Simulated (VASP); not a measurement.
Method: PBE GGA with D4 dispersion, VASP's PBE PAW potentials (set 64) (plane waves; VASP).

A VASP calculation is set up with these files.

### POSCAR
```
PbO
1
    4.0379511635     0.0000000000     0.0000000000
    0.0000000000     4.0379511635    -0.0000000000
    0.0000000000    -0.0000000000     4.9479841040
Pb O
2 2
Direct
  0.5000000000   0.0000000000   0.7601900041
  0.0000000000   0.5000000000   0.2398099959
  0.5000000000   0.5000000000   0.0000000000
  0.0000000000   0.0000000000   0.0000000000
```

File KPOINTS:
```
Automatic
0
Gamma
 6 6 5
```

**INCAR**
```
ALGO=Normal
EDIFF=1E-7
ENCUT=520
GGA=PE
ISIF=2
ISMEAR=-5
IVDW=13
LASPH=.True.
LCHARG=.True.
LEFG=.True.
LMAXMIX=4
LORBIT=11
LREAL=.False.
LWAVE=.False.
NEDOS=601
NELM=100
PREC=Accurate
SYSTEM=PbO
```

POTCAR, in this order: Pb_d O (PBE.64 set). Program: vasp_std.

### Question
What will the output report for the number of irreducible k-points (NKPTS), largest plane-wave count, number of space-group operations, FFT grid (NGX, NGY, NGZ)?

### Answer

```json
{
 "number of irreducible k-points (NKPTS)": "30",
 "largest_plane_wave_count": "2191",
 "number_of_space_group_operations": "16",
 "FFT grid (NGX, NGY, NGZ)": "30 × 30 × 40"
}
```

The compound is PbO in the litharge structure. It was relaxed first.
